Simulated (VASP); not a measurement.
```cif
data_InSb
_chemical_formula_sum 'In1 Sb1'
_space_group_name_H-M_alt 'P 1'
_space_group_IT_number 1
_cell_length_a 4.61687
_cell_length_b 4.61687
_cell_length_c 4.61687
_cell_angle_alpha 60.000
_cell_angle_beta 60.000
_cell_angle_gamma 60.000
loop_
_space_group_symop_operation_xyz
  'x, y, z'
loop_
_atom_site_label
_atom_site_type_symbol
_atom_site_fract_x
_atom_site_fract_y
_atom_site_fract_z
_atom_site_occupancy
In1 In 0.00000 0.00000 0.00000 1
Sb1 Sb 0.25000 0.25000 0.25000 1
```

These are r2SCAN+rVV10, VASP's PBE PAW potentials (set 64) (plane waves; VASP) values and carry that method's errors. Numerical set-up: 520 eV cut-off, 7×7×7 Γ-centred mesh, Gaussian smearing of 0.050 eV, potentials In_d Sb.

Problem. Give the energy at these volumes per atom, relative to the lowest: 32.68, 33.73, 34.77, 35.81, 36.86 Å³.

Solution. 20.3, 4.8, 0.0, 3.8, 15.1 meV/atom. A third-order Birch-Murnaghan fit gives B0 = 44.7 GPa and B0′ = 5.2.

Measured: bulk modulus 46.1 GPa at 0 K (computed value off by -3.0 %), as given by Daniel Mejia-Rodriguez et al., Physical Review B (2018), arXiv:1807.09216 [0 K value with the zero-point phonon effect removed]; a 6.468 Å at 0 K (computed value off by +0.9 %), as given by Daniel Mejia-Rodriguez et al., Physical Review B (2018), arXiv:1807.09216 [static lattice: zero-point anharmonic expansion removed].

The compound is InSb in the zinc blende structure. It was relaxed first.
